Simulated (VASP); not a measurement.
# Lattice of ScAl3, functional by functional, part 2 of 3

Aim: relax ScAl3 at several levels of theory and compare the cells. The starting structure is a computed structure from the Materials Project. The first relaxation on each setting starts from this cell expanded by 3 % in volume.

VASP 6.6.1.

Results so far: PBEsol 16.88 Å³ an atom; LDA 16.40 Å³ an atom; PBE 17.30 Å³ an atom.

## 5. Relaxation with PBEsol + D3(BJ)

Level of this step: PBEsol with D3(BJ); plane waves and PAW (Sc_sv, Al) (VASP).

D3 with Becke-Johnson damping keeps a finite attraction at short range. This run starts from the cell of an earlier relaxation, which isn't shown; the restart sets up the plane waves anew.

Input file INCAR:

```
SYSTEM = ScAl3
PREC = Accurate
ENCUT = 450
EDIFF = 1E-06
NELM = 100
ISMEAR = 1
SIGMA = 0.15
LREAL = .FALSE.
ALGO = Normal
GGA = PS
IVDW = 12
NBANDS = 16
LORBIT = 11
LWAVE = .FALSE.
LCHARG = .FALSE.
KPAR = 4
IBRION = 2
NSW = 50
ISIF = 3
EDIFFG = -0.006
```

Input file POSCAR:

```
ScAl3
1.0
    4.0199823723      0.0000000000      0.0000000000
    0.0000000000      4.0199823723      0.0000000000
    0.0000000000      0.0000000000      4.0199823723
Sc Al
1 3
Direct
    0.0000000000      0.0000000000      0.0000000000
    0.5000000000      0.5000000000      0.0000000000
    0.0000000000      0.5000000000      0.5000000000
    0.5000000000      0.0000000000      0.5000000000
```

Input file KPOINTS:

```
Automatic mesh
0
Gamma
10 10 10
0 0 0
```

Potentials, in the order of the species: Sc_sv and Al (PBE family, release 64).

Run with:

```console
$ mpirun -np 4 vasp_std
```

The log of the run:

```text
[banner, memory and clock lines left out]
running    4 mpi-ranks, on    1 nodes
[...]
[... a notice as in an earlier step ...]

 LDA part: xc-table for (Slater+PW92), standard interpolation
 POSCAR, INCAR and KPOINTS ok, starting setup
[...]
entering main loop
       N       E                     dE             d eps       ncg     rms          rms(c)
DAV:   1     0.955835888922E+02    0.95584E+02   -0.77618E+03  1800   0.102E+03
DAV:   2    -0.170350158594E+02   -0.11262E+03   -0.11003E+03  1848   0.296E+02
DAV:   3    -0.216534105790E+02   -0.46184E+01   -0.44841E+01  2744   0.550E+01
DAV:   4    -0.217354566500E+02   -0.82046E-01   -0.82007E-01  2352   0.792E+00
[...]
DAV:  11    -0.207316500008E+02   -0.21308E-05   -0.26884E-05  2912   0.345E-02    0.747E-02
DAV:  12    -0.207316394958E+02    0.10505E-04   -0.71499E-05  2984   0.906E-02    0.344E-03
DAV:  13    -0.207316393757E+02    0.12008E-06   -0.17847E-06  1768   0.151E-02
   1 F= -.22275403E+02 E0= -.22276354E+02  d E =-.222754E+02
[...]
reached required accuracy - stopping structural energy minimisation
```

It took 10 s on 4 MPI ranks of AMD EPYC 7R43, shared host; peak memory 0.64 GiB.

From OUTCAR (step 5):

```text
 Edisp (eV)   -1.54376

  Total       0.00118     0.00118     0.00118     0.00000     0.00000    -0.00000
  in kB       0.02918     0.02918     0.02918     0.00000     0.00000    -0.00000
  external pressure =        0.03 kB  Pullay stress =        0.00 kB

 POSITION                                       TOTAL-FORCE (eV/Angst)
 -----------------------------------------------------------------------------------
      0.00000      0.00000      0.00000         0.000000      0.000000      0.000000
      2.00999      2.00999      0.00000         0.000000      0.000000      0.000000
      0.00000      2.00999      2.00999         0.000000      0.000000      0.000000
      2.00999      0.00000      2.00999         0.000000      0.000000      0.000000
 -----------------------------------------------------------------------------------
    total drift:                               -0.000000     -0.000000     -0.000000

  FREE ENERGIE OF THE ION-ELECTRON SYSTEM (eV)
  ---------------------------------------------------
  free  energy   TOTEN  =       -22.2754028266 eV

  energy  without entropy=      -22.2782576435  energy(sigma->0) =      -22.27635443

[... 2 parts as in an earlier step ...]

[... 2 further parts left out ...]
[key lines of the parts left out:]
E-fermi :   7.6778
```

With PBEsol + D3(BJ) the relaxed cell holds 16.241 Å³ an atom, -4.90 % against the starting cell, with a = 4.020 Å. That is -3.81 % from PBEsol. Pressures at 0.985 and 1.015 times this volume, from two more relaxations that aren't shown, give a bulk modulus of 100.1 GPa.

## 6. Relaxation with r2SCAN

r2SCAN adds the kinetic-energy density, costs more than a GGA and is run with LASPH. This run starts from the cell of an earlier relaxation, which isn't shown; the restart sets up the plane waves anew.

INCAR: that of step 5 with these lines changed.

```diff
@@ -9,4 +9,4 @@
 ALGO = Normal
-GGA = PS
-IVDW = 12
+METAGGA = R2SCAN
+LASPH = .TRUE.
 NBANDS = 16
```

Input file POSCAR:

```
ScAl3
1.0
    4.0846978351      0.0000000000      0.0000000000
    0.0000000000      4.0846978351      0.0000000000
    0.0000000000      0.0000000000      4.0846978351
Sc Al
1 3
Direct
    0.0000000000      0.0000000000      0.0000000000
    0.5000000000      0.5000000000      0.0000000000
    0.0000000000      0.5000000000      0.5000000000
    0.5000000000      0.0000000000      0.5000000000
```

KPOINTS is that of step 5.

Run with:

```console
$ mpirun -np 4 vasp_std
```

The log of the run:

```text
[banner, memory and clock lines left out]
running    4 mpi-ranks, on    1 nodes
[...]
[... a notice as in an earlier step ...]

 LDA part: xc-table for (None), standard interpolation
 POSCAR, INCAR and KPOINTS ok, starting setup
[...]
entering main loop
       N       E                     dE             d eps       ncg     rms          rms(c)
DAV:   1     0.866169509969E+02    0.86617E+02   -0.80320E+03  1792   0.105E+03
DAV:   2    -0.319677662877E+02   -0.11858E+03   -0.11655E+03  1848   0.311E+02
DAV:   3    -0.371067505352E+02   -0.51390E+01   -0.50624E+01  2704   0.578E+01
DAV:   4    -0.372107690501E+02   -0.10402E+00   -0.10397E+00  2256   0.946E+00
[...]
DAV:  11    -0.335077967349E+02   -0.53330E-05   -0.68798E-05  2072   0.553E-02    0.180E-02
DAV:  12    -0.335077997679E+02   -0.30329E-05   -0.26751E-05  2080   0.337E-02    0.447E-03
DAV:  13    -0.335077991724E+02    0.59545E-06   -0.11221E-06  1832   0.120E-02
   1 F= -.33507799E+02 E0= -.33508427E+02  d E =-.335078E+02
[...]
reached required accuracy - stopping structural energy minimisation
```

The job ended after 41 s (4 MPI ranks; peak memory 0.64 GiB; 2.7 min of CPU time).

Parts of OUTCAR (step 6):

```text
  Total        0.0095669      0.0095669      0.0095669      0.0000000      0.0000000     -0.0000000
  in kB        0.2249056      0.2249056      0.2249056      0.0000000      0.0000000     -0.0000000
  external PRESSURE =       0.2249056 kB  Pullay stress =       0.0000000 kB

 POSITION                                       TOTAL-FORCE (eV/Angst)
 -----------------------------------------------------------------------------------
      0.00000      0.00000      0.00000         0.000000      0.000000      0.000000
      2.04235      2.04235      0.00000         0.000000      0.000000      0.000000
      0.00000      2.04235      2.04235         0.000000      0.000000      0.000000
      2.04235      0.00000      2.04235         0.000000      0.000000      0.000000
 -----------------------------------------------------------------------------------
    total drift:                               -0.000000     -0.000000     -0.000000

  FREE ENERGIE OF THE ION-ELECTRON SYSTEM (eV)
  ---------------------------------------------------
  free  energy   TOTEN  =       -33.5077991724 eV

  energy  without entropy=      -33.5096833557  energy(sigma->0) =      -33.50842723

[... 2 parts as in an earlier step ...]

[... 2 further parts left out ...]
[key lines of the parts left out:]
E-fermi :   7.3450
```

With r2SCAN the relaxed cell holds 17.038 Å³ an atom, -0.23 % against the starting cell, with a = 4.085 Å. That is +0.91 % from PBEsol. Pressures at 0.985 and 1.015 times this volume, from two more relaxations that aren't shown, give a bulk modulus of 94.3 GPa.

## 7. Relaxation with r2SCAN + rVV10

rVV10 adds a nonlocal correlation energy for dispersion. This run starts from the cell of an earlier relaxation, which isn't shown; the restart sets up the plane waves anew.

INCAR: that of step 6 with these lines changed.

```diff
@@ -10,2 +10,6 @@
 METAGGA = R2SCAN
+LUSE_VDW = .TRUE.
+IVDW_NL = 2
+BPARAM = 11.95
+CPARAM = 0.0093
 LASPH = .TRUE.
```

Input file POSCAR:

```
ScAl3
1.0
    4.0786638433      0.0000000000      0.0000000000
    0.0000000000      4.0786638433      0.0000000000
    0.0000000000      0.0000000000      4.0786638433
Sc Al
1 3
Direct
    0.0000000000      0.0000000000      0.0000000000
    0.5000000000      0.5000000000      0.0000000000
    0.0000000000      0.5000000000      0.5000000000
    0.5000000000      0.0000000000      0.5000000000
```

KPOINTS is that of step 6.

Run with:

```console
$ mpirun -np 4 vasp_std
```

The log of the run:

```text
[banner, memory and clock lines left out]
running    4 mpi-ranks, on    1 nodes
[...]
|                                                                             |
|               ----> ADVICE to this user running VASP <----                  |
|                                                                             |
|     You have switched on vdW-DFT.                                           |
|     This routine was written and supplied by Jiri Klimes. We recommend      |
|     that you carefully read and cite the following publications:            |
|       J. Klimes, D.R. Bowler, A. Michelides                                 |
|          J. Phys.: Cond Matt. 22 022201 (2010)                              |
|       J. Klimes, D.R. Bowler, A. Michelides                                 |
|          Phys. Rev. B. 83, 195131 (2011)                                    |
|     and references therein.                                                 |
|                                                                             |

[...]
DAV:  11    -0.330537995002E+02   -0.50423E-05   -0.64846E-05  2176   0.540E-02    0.178E-02
Total rVV10 correction in eV:      0.4533928    26.5390749
Total rVV10 correction in eV:      0.4533928    26.5390749
Total rVV10 correction in eV:      0.4533928    26.5390749
Total rVV10 correction in eV:      0.4533928    26.5390749
DAV:  12    -0.330538016931E+02   -0.21929E-05   -0.24461E-05  2000   0.328E-02    0.497E-03
Total rVV10 correction in eV:      0.4533984    26.5390749
Total rVV10 correction in eV:      0.4533984    26.5390749
Total rVV10 correction in eV:      0.4533984    26.5390749
Total rVV10 correction in eV:      0.4533984    26.5390749
DAV:  13    -0.330538011235E+02    0.56961E-06   -0.12173E-06  1928   0.125E-02
Total rVV10 correction in eV:      0.4534020    26.5390749
Total rVV10 correction in eV:      0.4534020    26.5390749
Total rVV10 correction in eV:      0.4534020    26.5390749
Total rVV10 correction in eV:      0.4534020    26.5390749
Total rVV10 correction in eV:      0.4534020    26.5390749
Total rVV10 correction in eV:      0.4534020    26.5390749
Total rVV10 correction in eV:      0.4534020    26.5390749
Total rVV10 correction in eV:      0.4534020    26.5390749
   1 F= -.33053801E+02 E0= -.33054439E+02  d E =-.330538E+02
[...]
reached required accuracy - stopping structural energy minimisation
```

Elapsed: 66 s, on 4 MPI ranks; peak memory 1.1 GiB.

From OUTCAR (step 7):

```text
  Total        0.0093228      0.0093228      0.0093228      0.0000000      0.0000000      0.0000000
  in kB        0.2201410      0.2201410      0.2201410      0.0000000      0.0000000      0.0000000
  external PRESSURE =       0.2201410 kB  Pullay stress =       0.0000000 kB

 POSITION                                       TOTAL-FORCE (eV/Angst)
 -----------------------------------------------------------------------------------
      0.00000      0.00000      0.00000         0.000000      0.000000      0.000000
      2.03933      2.03933      0.00000         0.000000      0.000000      0.000000
      0.00000      2.03933      2.03933         0.000000      0.000000      0.000000
      2.03933      0.00000      2.03933         0.000000      0.000000      0.000000
 -----------------------------------------------------------------------------------
    total drift:                               -0.000000     -0.000000     -0.000000

  FREE ENERGIE OF THE ION-ELECTRON SYSTEM (eV)
  ---------------------------------------------------
  free  energy   TOTEN  =       -33.0538011235 eV

  energy  without entropy=      -33.0557136863  energy(sigma->0) =      -33.05443864

[... 2 parts as in an earlier step ...]

[... 2 further parts left out ...]
[key lines of the parts left out:]
E-fermi :   7.3751
```

With r2SCAN + rVV10 the relaxed cell holds 16.963 Å³ an atom, -0.67 % against the starting cell, with a = 4.079 Å. That is +0.47 % from PBEsol. Pressures at 0.985 and 1.015 times this volume, from two more relaxations that aren't shown, give a bulk modulus of 95.4 GPa.

## 8. Relaxation with rev-vdW-DF2

rev-vdW-DF2 revises the exchange of vdW-DF2 for solids.

INCAR: that of step 7 with these lines changed.

```diff
@@ -9,7 +9,8 @@
 ALGO = Normal
-METAGGA = R2SCAN
+GGA = MK
+AGGAC = 0
 LUSE_VDW = .TRUE.
-IVDW_NL = 2
-BPARAM = 11.95
-CPARAM = 0.0093
+PARAM1 = 0.1234
+PARAM2 = 0.711357
+ZAB_VDW = -1.8867
 LASPH = .TRUE.
```

Input file POSCAR:

```
ScAl3
1.0
    4.1282825347      0.0000000000      0.0000000000
    0.0000000000      4.1282825347      0.0000000000
    0.0000000000      0.0000000000      4.1282825347
Sc Al
1 3
Direct
    0.0000000000      0.0000000000      0.0000000000
    0.5000000000      0.5000000000      0.0000000000
    0.0000000000      0.5000000000      0.5000000000
    0.5000000000      0.0000000000      0.5000000000
```

KPOINTS is that of step 7.

Run with:

```console
$ mpirun -np 4 vasp_std
```

The log of the run:

```text
[banner, memory and clock lines left out]
running    4 mpi-ranks, on    1 nodes
[...]
[... a notice as in an earlier step ...]

 [... a notice as in an earlier step ...]

 LDA part: xc-table for (Slater+PW92), standard interpolation
 POSCAR, INCAR and KPOINTS ok, starting setup
[...]
entering main loop
       N       E                     dE             d eps       ncg     rms          rms(c)
DAV:   1     0.102624388934E+03    0.10262E+03   -0.77426E+03  1800   0.100E+03
DAV:   2    -0.995403165297E+01   -0.11258E+03   -0.11057E+03  1872   0.293E+02
DAV:   3    -0.145459751048E+02   -0.45919E+01   -0.44726E+01  2688   0.539E+01
DAV:   4    -0.146435317671E+02   -0.97557E-01   -0.97427E-01  2320   0.891E+00
[...]
DAV:  11    -0.136770400854E+02   -0.25837E-04   -0.18900E-04  2984   0.122E-01    0.372E-02
DAV:  12    -0.136770135683E+02    0.26517E-04   -0.13888E-04  2768   0.128E-01    0.392E-03
DAV:  13    -0.136770139594E+02   -0.39109E-06   -0.22276E-06  2048   0.114E-02
[...]
DAV:   6    -0.136896220654E+02    0.20260E-05   -0.42845E-05  2648   0.718E-02    0.221E-02
DAV:   7    -0.136896230649E+02   -0.99945E-06   -0.30929E-06  1896   0.209E-02
   2 F= -.13689623E+02 E0= -.13690307E+02  d E =-.126091E-01
 trial-energy change:   -0.012609  1 .order   -0.012627   -0.037332    0.012077
 step:   0.7556(harm=  0.7556)  dis= 0.00000  next Energy=   -13.691118 (dE=-0.141E-01)
[...]
N       E                     dE             d eps       ncg     rms          rms(c)
DAV:   1    -0.137019763078E+02   -0.12354E-01   -0.28678E-01  2232   0.737E+00    0.827E-01
DAV:   2    -0.136923666351E+02    0.96097E-02   -0.74897E-02  2584   0.326E+00    0.162E-01
DAV:   3    -0.136914584926E+02    0.90814E-03   -0.35064E-03  2848   0.462E-01    0.994E-02
DAV:   4    -0.136912122842E+02    0.24621E-03   -0.65031E-04  2272   0.221E-01    0.360E-02
DAV:   5    -0.136912070061E+02    0.52780E-05   -0.58855E-05  2848   0.792E-02    0.138E-02
DAV:   6    -0.136912042960E+02    0.27101E-05   -0.11693E-05  2704   0.313E-02    0.384E-03
DAV:   7    -0.136912042834E+02    0.12598E-07   -0.33799E-07  1016   0.392E-03
   3 F= -.13691204E+02 E0= -.13691830E+02  d E =-.141903E-01
[...]
reached required accuracy - stopping structural energy minimisation
```

The job ended after 2.1 min (4 MPI ranks; peak memory 1.4 GiB; 8.5 min of CPU time).

(Part 2 of 3 ends here.)

[Lines on the potential files, build, host, timing and source positions are cut from VASP's logs without a mark.]

[Logs are printed without paths, hosts, clocks, repeated set-up lines and the standing remarks that a program may print on its own settings, such as how far it seeks lower states.]

[Hosts, paths, dates, database ids (printed as entryN), source tags and the programs' standing remarks are cut or masked in the printed files.]
